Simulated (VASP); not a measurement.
**RhS (relaxed from the rock salt structure, space group Fm-3m): computed properties**

Method: PBEsol GGA, VASP's PBE PAW potentials (set 64) (plane waves; VASP 6.6.1).

| Quantity | Result |
|---|---|
| space group | Fm-3m (225) |
| cell | a = b = c = 4.8550 Å, α = β = γ = 90.00° |
| volume per atom | 14.30 Å³/atom |
| band gap (over mesh and band path) | none (metal, semimetal or under 0.01 eV) |
| density | 7.83 g/cm³ |

Space group Fm-3m (No. 225); a = b = c = 4.855 Å, α = β = γ = 90.00°

```json
[
 {"atom": "Rh", "site": "4a", "symmetry": "m-3m", "x": "0.0000", "y": "0.0000", "z": "0.0000"},
 {"atom": "S", "site": "4b", "symmetry": "m-3m", "x": "0.5000", "y": "0.5000", "z": "0.5000"}
]
```
(The calculation used a cell of 2 atoms; values per cell refer to that cell.)

The structure was generated: RhS was put into the rock salt type (Fm-3m), which need not be its known phase. It was relaxed first, which changed the volume by -25 %. Symmetry was kept, so distortions that lower it aren't found. The electron count is odd and the run is not spin-polarised, which forces a metal.
